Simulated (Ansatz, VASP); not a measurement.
## KBe16: VASP beside Ansatz

```
Be K
1.0
     4.58000    0.00000    0.00000
     2.29000    3.96640    0.00000
     0.00000    0.00000   17.38265
Be K
16 1
Direct
  0.83333 0.33333 0.05753
  0.33333 0.33333 0.05753
  0.83333 0.83333 0.05753
  0.33333 0.83333 0.05753
  0.99953 0.00039 0.16331
  0.50009 0.00029 0.16321
  0.00000 0.49978 0.16361
  0.50030 0.49950 0.16352
  0.83297 0.33382 0.26884
  0.33297 0.33405 0.26865
  0.83382 0.83262 0.26834
  0.33342 0.83276 0.26793
  0.99936 0.99942 0.37246
  0.50098 0.99958 0.37138
  0.99969 0.50065 0.37586
  0.49999 0.49958 0.37515
  0.29343 0.96704 0.53591
```

Alike in both runs: functional PBEsol; k mesh 5 × 5 × 1; occupations fermi-dirac, width 0.15 eV; no spin polarisation.

Ansatz relaxed the structure, and its values are those at the end. VASP's run is a single point on that final structure, the one shown.

|  | VASP | Ansatz |
| --- | --- | --- |
| version | VASP 6.6.1 | Ansatz 0.2.0 |
| potentials or method | VASP PAW PBE potentials, release 64 (Be, K_sv) | scalar-relativistic, plane waves, PAW |
| plane-wave cutoff (eV) | 520 | 420 |
| valence electrons in the cell | 41 | 41 |

```csv
,VASP,Ansatz,Ansatz less VASP
rms of the force components (eV/Å),0.007,0.005,-0.0019
```

Ansatz warned: «xc_potential_rough_in_thin_density».

Caveats: the PAW data sets were made with another functional, which shifts forces and pressure a little (VASP).
